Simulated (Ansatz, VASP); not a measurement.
# AlPt: VASP beside Ansatz

Aim: how closely do two programs agree when they are given the same cell, functional and k mesh? The cell is taken from a series of runs on this material, whose earlier steps may have relaxed, scaled, displaced or heated it; both programs get it as it stands.

Calculated with Ansatz 0.2.0; plane waves, with VASP 6.6.1 beside it; single point at r2SCAN.

## 1. Starting point

The cell holds 16 atoms: 8 Pt and 8 Al. Cell: a = 6.937 Å, b = 6.937 Å, c = 6.937 Å, α = 109.5°, β = 109.5°, γ = 109.5°. It derives from Al and Pt. As first built, before any earlier steps moved the atoms (in the runner's words): kind random alloy; site Al; solute Pt; x 0.5; order random; lattice volume linear between typed atomic volumes.

As a file:

```
Pt Al
1.0
    -4.00531    4.00531    4.00531
     4.00531   -4.00531    4.00531
     4.00531    4.00531   -4.00531
Pt Al
8 8
Direct
  0.99136 0.24498 0.81047
  0.00264 0.48572 0.45053
  0.21295 0.98912 0.70870
  0.20014 0.74312 0.00335
  0.50613 0.94985 0.51653
  0.50709 0.32639 0.31774
  0.53714 0.49378 0.96321
  0.79360 0.99199 0.20678
  0.01338 0.75641 0.25484
  0.06207 0.02939 0.02620
  0.24417 0.26553 0.52302
  0.26333 0.51677 0.24392
  0.43615 0.75632 0.77752
  0.76157 0.45112 0.72958
  0.75478 0.76987 0.46830
  0.71350 0.22963 0.99933
```

## 2. VASP: single point, r2SCAN

A single point gives forces, pressure and levels at one fixed geometry, so differences don't come from the geometry; what else differs is listed under the comparison.

Lines of VASP's logs that name or quote its potential files are left out, and so is its time.

The input, INCAR:

```
SYSTEM = AlPt
PREC = Accurate
ENCUT = 550
EDIFF = 1E-06
NELM = 120
ISMEAR = -1
SIGMA = 0.08
LREAL = .FALSE.
ALGO = Normal
METAGGA = R2SCAN
LASPH = .TRUE.
NBANDS = 68
LORBIT = 11
LWAVE = .FALSE.
LCHARG = .FALSE.
ISIF = 2
GGA_COMPAT = .FALSE.
LMIXTAU = .TRUE.
```

The input, POSCAR:

```
AlPt
1.0
   -4.0053058443      4.0053058443      4.0053058443
    4.0053058443     -4.0053058443      4.0053058443
    4.0053058443      4.0053058443     -4.0053058443
Pt Al
8 8
Direct
    0.9913588277      0.2449848393      0.8104693403
    0.0026433486      0.4857194394      0.4505282685
    0.2129498528      0.9891164562      0.7086991355
    0.2001353900      0.7431218926      0.0033481518
    0.5061256981      0.9498465722      0.5165308848
    0.5070867248      0.3263891182      0.3177377558
    0.5371361544      0.4937781555      0.9632135482
    0.7935973097      0.9919889717      0.2067757044
    0.0133772950      0.7564141340      0.2548417019
    0.0620722798      0.0293891051      0.0261954946
    0.2441748986      0.2655345357      0.5230242362
    0.2633295403      0.5167739844      0.2439204180
    0.4361547438      0.7563190704      0.7775153274
    0.7615740056      0.4511201877      0.7295751573
    0.7547792471      0.7698712327      0.4682990540
    0.7135046838      0.2296323050      0.9993258213
```

The input, KPOINTS:

```
Automatic mesh
0
Gamma
6 6 6
0 0 0
```

The projector-augmented-wave data sets are Pt and Al (PBE family, release 64).

On the command line:

```console
$ export OMP_NUM_THREADS=3
$ mpirun -np 1 vasp_std
```

Numbers of over 12 decimals in the logs are rounded to 6 here.

What it wrote:

```text
[banner, memory and clock lines left out]
running    1 mpi-ranks, on    1 nodes
 distrk:  each k-point on    1 cores,    1 groups
 distr:  one band on    1 cores,    1 groups
 Offloading initialized ...    1 GPUs detected
 POSCAR found type information on POSCAR PtAl
 POSCAR found :  2 types and      16 ions
|                                                                             |
|               ----> ADVICE to this user running VASP <----                  |
|                                                                             |
|     You enforced a specific xc type in the INCAR file but a different       |
|     [... a line on the potential file left out ...]
|     I HOPE YOU KNOW WHAT YOU ARE DOING!                                     |
|                                                                             |

 LDA part: xc-table for (None), standard interpolation
 POSCAR, INCAR and KPOINTS ok, starting setup
 FFT: planning ... GRIDC
 FFT: planning ... GRID_SOFT
 FFT: planning ... GRID
 WAVECAR not read
 entering main loop
       N       E                     dE             d eps       ncg     rms          rms(c)
DAV:   1     0.122290509160E+03    0.12229E+03   -0.50619E+04 15232   0.150E+03
DAV:   2    -0.478703099216E+03   -0.60099E+03   -0.56227E+03 16756   0.283E+02
DAV:   3    -0.509877259956E+03   -0.31174E+02   -0.30288E+02 18116   0.549E+01
DAV:   4    -0.510417062027E+03   -0.53980E+00   -0.53781E+00 17584   0.778E+00
DAV:   5    -0.510425866421E+03   -0.88044E-02   -0.87980E-02 17372   0.105E+00    0.268E+01
DAV:   6    -0.480155456627E+03    0.30270E+02   -0.38566E+01 16604   0.272E+01    0.126E+01
DAV:   7    -0.479397760458E+03    0.75770E+00   -0.35888E+00 16296   0.879E+00    0.632E+00
DAV:   8    -0.479382213658E+03    0.15547E-01   -0.36974E-01 17052   0.238E+00    0.191E+00
DAV:   9    -0.479363202677E+03    0.19011E-01   -0.65951E-02 16960   0.141E+00    0.740E-01
DAV:  10    -0.479362734530E+03    0.46815E-03   -0.27976E-02 16480   0.814E-01    0.366E-01
DAV:  11    -0.479362769548E+03   -0.35019E-04   -0.18970E-03 17032   0.189E-01    0.190E-01
DAV:  12    -0.479362747069E+03    0.22480E-04   -0.45047E-04 16804   0.101E-01    0.537E-02
DAV:  13    -0.479362729497E+03    0.17572E-04   -0.62571E-05 17024   0.541E-02    0.209E-02
DAV:  14    -0.479362722760E+03    0.67376E-05   -0.22457E-05 16376   0.201E-02    0.677E-03
DAV:  15    -0.479362721226E+03    0.15334E-05   -0.19636E-06 10408   0.846E-03    0.242E-03
DAV:  16    -0.479362720693E+03    0.53278E-06   -0.53351E-07  8896   0.327E-03
   1 F= -.47936272E+03 E0= -.47930806E+03  d E =-.109318E+00
```

From OUTCAR (step 2):

```text
ion  position               nearest neighbor table
   1  0.991  0.245  0.810-  10 2.49  12 2.49  14 2.52  16 2.66   3 2.78   5 2.78  15 2.79   4 2.85
                            11 3.07   7 3.19   2 3.44   8 3.49
   2  0.003  0.486  0.451-  13 2.56  16 2.59  12 2.65   9 2.65  11 2.66   8 2.81   3 2.87   6 2.93
                            14 2.97  15 3.02   4 3.17   1 3.44
   3  0.213  0.989  0.709-   9 2.58  15 2.60  13 2.63  11 2.63  10 2.71   1 2.78   5 2.81  16 2.85
                             2 2.87   7 2.90   4 3.07   6 3.46
   4  0.200  0.743  0.003-  10 2.46   9 2.49  14 2.54  13 2.62  12 2.68   1 2.85   5 2.96   3 3.07
                             2 3.17   6 3.31   7 3.37   8 3.42
   5  0.506  0.950  0.517-  12 2.48  15 2.49  13 2.66  16 2.77   1 2.78   3 2.81   9 2.82  14 2.85
                             4 2.96  11 3.28   6 3.33   8 3.40
   6  0.507  0.326  0.318-  14 2.45  12 2.50  15 2.58  10 2.59  11 2.67   2 2.93  16 3.02   7 3.09
                             4 3.31   5 3.33   3 3.46
   7  0.537  0.494  0.963-  11 2.54  16 2.55  14 2.61  13 2.70   9 2.72   8 2.82  15 2.88   3 2.90
                             6 3.09  12 3.14   1 3.19   4 3.37
   8  0.794  0.992  0.207-  10 2.56  16 2.60   9 2.61  13 2.61  11 2.62  15 2.77   2 2.81   7 2.82
                             5 3.40   4 3.42   1 3.49
   9  0.013  0.756  0.255-   4 2.49   3 2.58   8 2.61   2 2.65  15 2.69   7 2.72  12 2.78   5 2.82
                            10 2.85  11 2.89  14 2.99  16 3.00
  10  0.062  0.029  0.026-   4 2.46   1 2.49   8 2.56   6 2.59   3 2.71  12 2.78  11 2.85   9 2.85
                            16 3.15  15 3.17  14 3.28
  11  0.244  0.266  0.523-   7 2.54   8 2.62   3 2.63   2 2.66   6 2.67  13 2.81  10 2.85   9 2.89
                            14 2.98  12 3.01   1 3.07   5 3.28
  12  0.263  0.517  0.244-   5 2.48   1 2.49   6 2.50   2 2.65   4 2.68   9 2.78  10 2.78  15 2.79
                            11 3.01  13 3.08  16 3.12   7 3.14
  13  0.436  0.756  0.778-   2 2.56   8 2.61   4 2.62   3 2.63   5 2.66   7 2.70  16 2.70  11 2.81
                            12 3.08
  14  0.762  0.451  0.730-   6 2.45   1 2.52   4 2.54   7 2.61  16 2.82   5 2.85   2 2.97  11 2.98
                             9 2.99  10 3.28  15 3.30
  15  0.755  0.770  0.468-   5 2.49   6 2.58   3 2.60   9 2.69   8 2.77   1 2.79  12 2.79   7 2.88
                             2 3.02  10 3.17  14 3.30
  16  0.714  0.230  0.999-   7 2.55   2 2.59   8 2.60   1 2.66  13 2.70   5 2.77  14 2.82   3 2.85
                             9 3.00   6 3.02  12 3.12  10 3.15

  LATTYP: Found a body centered cubic cell.
 ALAT       =     8.0106116886

 Subroutine GETGRP returns: Found  1 space group operations
 (whereof  1 operations were pure point group operations)

The static configuration has the point symmetry C_1 .

 Found    112 irreducible k-points:

   k-points           NKPTS =    112   k-points in BZ     NKDIM =    112   number of bands    NBANDS=     68

   dimension x,y,z NGX =    54 NGY =   54 NGZ =   54
   dimension x,y,z NGXF=   108 NGYF=  108 NGZF=  108

   ENCUT  =  550.0 eV  40.42 Ry    6.36 a.u.  13.27 13.27 13.27*2*pi/ulx,y,z

   NELECT =     104.0000    total number of electrons

 k-points in reciprocal lattice and weights: Automatic mesh
   0.00000000  0.00000000  0.00000000       0.005
   0.16666667  0.00000000  0.00000000       0.009
   0.00000000  0.16666667  0.00000000       0.009
   0.00000000  0.00000000  0.16666667       0.009
   0.16666667  0.00000000 -0.16666667       0.009
   0.16666667 -0.16666667  0.00000000       0.009
   0.00000000  0.16666667 -0.16666667       0.009
   0.33333333  0.00000000  0.00000000       0.009
   0.00000000  0.33333333  0.00000000       0.009
[...]
0.50000000  0.33333333 -0.33333333       0.009
   0.50000000  0.50000000  0.50000000       0.005

 average (electrostatic) potential at core
       1 -70.3905       2 -70.5914       3 -70.4859       4 -70.3612       5 -70.2909
       6 -70.4699       7 -70.6154       8 -70.6107       9 -74.4646      10 -74.2519
      11 -74.4098      12 -74.2156      13 -74.3678      14 -74.2688      15 -74.4747
      16 -74.4158

 E-fermi :   9.2368

 k-point     1 :       0.0000    0.0000    0.0000
  band No.  band energies     occupation
    ...
     51       8.1489      2.00000
     52       8.2210      1.99999
     53       8.5721      1.99951
     54       8.9981      1.90359
     55       9.2895      0.68214
     56       9.5848      0.02547
     57      12.4593      0.00000
     58      12.6190      0.00000
     59      12.9469      0.00000
     60      13.8235      0.00000
    ...

 k-point     2 :       0.1667    0.0000    0.0000
  band No.  band energies     occupation
    ...
     50       7.8936      2.00000
     51       8.2507      1.99999
     52       8.4832      1.99984
     53       8.6393      1.99886
     54       8.9227      1.96133
     55       9.4259      0.17183
     56       9.7912      0.00195
     57      12.2752      0.00000
     58      12.5725      0.00000
     59      12.7581      0.00000
    ...

 k-point     3 :       0.0000    0.1667    0.0000
  band No.  band energies     occupation
    ...
     50       7.7471      2.00000
     51       8.3107      1.99998
     52       8.4259      1.99992
     53       8.6546      1.99862
     54       9.2376      0.99509
     55       9.4790      0.09240
     56       9.5926      0.02313
     57      12.3392      0.00000
     58      12.5649      0.00000
     59      12.9612      0.00000
    ...

  Total       -6.6398420    -11.6970480    -10.8973468     -1.5543215      1.0318164      1.8247493
  in kB      -41.3905582    -72.9154920    -67.9304218     -9.6891212      6.4319991     11.3748778
  external PRESSURE =     -60.7454907 kB  Pullay stress =       0.0000000 kB

  energy-cutoff  :      550.00
  volume of cell :      257.02
      direct lattice vectors                 reciprocal lattice vectors
    -4.005305844  4.005305844  4.005305844     0.000000000  0.124834412  0.124834412
     4.005305844 -4.005305844  4.005305844     0.124834412  0.000000000  0.124834412
     4.005305844  4.005305844 -4.005305844     0.124834412  0.124834412  0.000000000

 POSITION                                       TOTAL-FORCE (eV/Angst)
 -----------------------------------------------------------------------------------
      0.25672      6.23563      1.70576         0.018074     -0.001654     -0.021018
      3.73937     -0.13036      0.15154        -0.003077      0.005449      0.035181
      5.94734     -0.27023      1.97609        -0.017451      0.006851     -0.009724
      2.18824     -2.16142      3.76462         0.018391     -0.009184     -0.039605
      3.84610      0.29163      3.76275         0.011010      0.005422     -0.000612
      0.54889      1.99639      2.06569         0.018507     -0.014377     -0.009710
      3.68430      4.03163      0.27116        -0.021405      0.014691      0.014009
      1.62282      0.03358      6.32362         0.008328      0.005529      0.020599
      3.99681     -1.95537      2.06253        -0.010258     -0.015917     -0.005667
     -0.02599      0.23583      0.26141         0.007881      0.001035     -0.014232
      2.18042      2.00932     -0.05333        -0.009478     -0.012249      0.027394
      1.99210     -0.03815      2.14758        -0.003705      0.008759     -0.016723
      4.39654      1.83183      1.66204        -0.022895     -0.002462      0.005338
      1.67871      4.16563      1.93504         0.014803      0.001627      0.004420
      1.93613      1.81523      4.23101        -0.009878      0.000287     -0.000692
      2.06455      5.94066     -0.22505         0.001151      0.006196      0.011043
 -----------------------------------------------------------------------------------
    total drift:                               -0.000527      0.000980      0.003713

  FREE ENERGIE OF THE ION-ELECTRON SYSTEM (eV)
  ---------------------------------------------------
  free  energy   TOTEN  =      -479.3627206935 eV

  energy  without entropy=     -479.2534028775  energy(sigma->0) =     -479.30806179

 total charge
# of ion       s       p       d       tot
------------------------------------------
    1        0.707   0.573   8.183   9.463
    2        0.691   0.581   8.106   9.379
    3        0.667   0.597   8.154   9.417
    4        0.696   0.550   8.176   9.423
    5        0.694   0.535   8.175   9.404
    6        0.731   0.544   8.143   9.418
    7        0.696   0.574   8.101   9.372
    8        0.707   0.568   8.116   9.391
    9        0.374   0.387   0.000   0.761
   10        0.399   0.383   0.000   0.782
   11        0.376   0.368   0.000   0.744
   12        0.385   0.392   0.000   0.777
   13        0.397   0.368   0.000   0.764
   14        0.394   0.371   0.000   0.765
   15        0.383   0.365   0.000   0.748
   16        0.374   0.368   0.000   0.743
--------------------------------------------------
tot          8.672   7.526  65.154  81.351

[... 3 further parts left out ...]
```

The run ends at a pressure of -6.07 GPa, with forces up to 0.045 eV/Å.

[end of part 1 of 2]

[Lines on the potential files, build, host, timing and source positions are cut from VASP's logs without a mark.]

[Logs are printed without paths, hosts, clocks, repeated set-up lines and the standing remarks that a program may print on its own settings, such as how far it seeks lower states.]

[Hosts, paths, dates, database ids (printed as entryN), source tags and the programs' standing remarks are cut or masked in the printed files.]
